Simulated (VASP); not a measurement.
Data:

```
CELL_PARAMETERS angstrom
      0.00000     2.13227     2.13227
      2.13227     0.00000     2.13227
      2.13227     2.13227     0.00000
ATOMIC_POSITIONS crystal
  Ti 0.00000 0.00000 0.00000
  C  0.50000 0.50000 0.50000
```

Calculation: vdW-DF-cx, VASP's PBE PAW potentials (set 64) (plane waves; VASP 6.6.1). Run with 520 eV cut-off, 15×15×15 Γ-centred mesh, first-order Methfessel-Paxton smearing of 0.10 eV, potentials Ti_sv C.

Estimate the energy per atom (σ→0), pressure, band gap (on the k-mesh) with the smallest direct gap where there is one.

```json
{
  "band gap (on the k-mesh)": "none (metal, semimetal or under 0.01 eV)",
  "energy per atom (σ→0)": "-7.634 eV/atom",
  "pressure": "8.36 GPa"
}
```

Only differences to runs with the same potentials and settings are physical.

The compound is TiC in the rock salt structure. This cell is one point of a volume scan, at 0.97 of the reference volume.
